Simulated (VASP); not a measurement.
# PdP (relaxed from the wurtzite structure, space group P6_3mc): computed properties

Level of theory: PBEsol GGA, VASP's PBE PAW potentials (set 64) (plane waves; VASP 6.6.1).

- space group = P6_3mc (186)
- cell = a = 3.8218 Å, b = 3.8218 Å, c = 5.9241 Å, α = 90.00°, β = 90.00°, γ = 120.00°
- volume per atom = 18.73 Å³/atom
- band gap (over mesh and band path) = none (metal, semimetal or under 0.01 eV)
- density = 6.09 g/cm³

```xyz
4
Lattice="3.8218 0.0000 0.0000 -1.9109 3.3098 0.0000 0.0000 0.0000 5.9241" Properties=species:S:1:pos:R:3 pbc="T T T"
Pd     0.0000     2.2065     5.8882
Pd     1.9109     1.1033     2.9262
P      0.0000     2.2065     2.2574
P      1.9109     1.1033     5.2194
```

The structure was generated: PdP was put into the wurtzite type (P6_3mc), which need not be its known phase. It was relaxed first, which changed the volume by -18 %. Symmetry was kept, so distortions that lower it aren't found.
